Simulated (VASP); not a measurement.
```
CELL_PARAMETERS angstrom
      0.00000     4.19489     4.19489
      4.19489     0.00000     4.19489
      4.19489     4.19489     0.00000
ATOMIC_POSITIONS crystal
  Ge 0.62500 0.62500 0.62500
  Ge 0.12500 0.62500 0.62500
  Ge 0.62500 0.62500 0.12500
  Ge 0.62500 0.12500 0.62500
  Ge 0.00000 0.00000 0.00000
  Ge 0.25000 0.25000 0.25000
  N  0.38316 0.85052 0.38316
  N  0.86684 0.86684 0.86684
  N  0.85052 0.38316 0.38316
  N  0.86684 0.86684 0.39948
  N  0.38316 0.38316 0.85052
  N  0.39948 0.86684 0.86684
  N  0.38316 0.38316 0.38316
  N  0.86684 0.39948 0.86684
```

Method: revPBE GGA, VASP's PBE PAW potentials (set 64) (plane waves; VASP). Settings: LREAL = Auto, 400 eV cut-off, 4×4×4 Γ-centred mesh, Gaussian smearing of 0.020 eV, potentials Ge_d N.

Problem. Give the energies of bands 54 to 67 at the high-symmetry points, in eV from the valence-band maximum.

Solution. 
| band | Γ | X | U | L | W |
|---|---|---|---|---|---|
| 54 | -1.58 | -3.48 | -2.89 | -2.35 | -2.89 |
| 55 | -0.45 | -1.74 | -1.71 | -2.04 | -1.90 |
| 56 | -0.45 | -1.74 | -1.69 | -1.68 | -1.90 |
| 57 | -0.45 | -1.69 | -1.68 | -1.68 | -1.67 |
| 58 | -0.31 | -1.69 | -1.43 | -0.67 | -1.67 |
| 59 | -0.31 | -0.94 | -1.40 | -0.67 | -1.14 |
| 60 | -0.01 | -0.94 | -1.10 | -0.53 | -1.14 |
| 61 | -0.01 | -0.15 | -0.56 | -0.10 | -0.39 |
| 62 | -0.01 | -0.15 | -0.05 | -0.10 | -0.39 |
| 63 | 1.57 | 4.52 | 4.55 | 3.40 | 4.85 |
| 64 | 2.08 | 4.52 | 4.59 | 3.42 | 4.85 |
| 65 | 2.08 | 5.32 | 5.28 | 4.55 | 5.35 |
| 66 | 2.08 | 5.32 | 5.38 | 4.55 | 5.35 |
| 67 | 2.31 | 5.61 | 5.48 | 4.91 | 5.51 |

The gap is indirect, 1.57 eV, from the valence maximum at K-Γ at 0.22 to the conduction minimum at Γ.

The structure comes from a computed database's Ge3N4 entry; how it stands against other phases isn't given here. The cell was not relaxed at this level.
